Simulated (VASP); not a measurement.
Here is the system:

```yaml
crystal:
  lattice:
    - [-3.18723, 3.18723, 6.39682]
    - [3.18723, -3.18723, 6.39682]
    - [3.18723, 3.18723, -6.39682]
  atoms:
    - { symbol: Mg, position: [0.75000, 0.25000, 0.50000] }
    - { symbol: Mg, position: [0.00000, 0.00000, 0.00000] }
    - { symbol: Cd, position: [0.25000, 0.75000, 0.50000] }
    - { symbol: Cd, position: [0.50000, 0.50000, 0.00000] }
    - { symbol: Te, position: [0.62885, 0.62500, 0.50385] }
    - { symbol: Te, position: [0.37500, 0.87885, 0.00385] }
    - { symbol: Te, position: [0.12115, 0.12500, 0.49615] }
    - { symbol: Te, position: [0.87500, 0.37115, 0.99615] }
```

Level of theory: LDA (Ceperley-Alder, Perdew-Zunger), VASP's LDA PAW potentials (set 64) (plane waves; VASP 6.6.1). Settings: 400 eV cut-off, 6×6×6 Γ-centred mesh, tetrahedra with Blöchl corrections, potentials Mg Cd Te.

Unless said otherwise, spin-orbit coupling is left out, though it shifts the bands of the heavy elements here.

Task: What does the run give for the energy per atom (σ→0), band gap (on the k-mesh) with the smallest direct gap where there is one?

Result: 
The band gap (on the k-mesh) comes out as 1.55 eV and the smallest direct gap (on the k-mesh) comes out as 1.55 eV. The energy per atom (σ→0) is -3.338 eV/atom.

The absolute energy has meaning only against runs of the same code, potentials and settings.

The structure comes from a computed database's MgCdTe2 entry (I-42d); how it stands against other phases isn't given here. It was relaxed first, which changed the volume by -6 %.
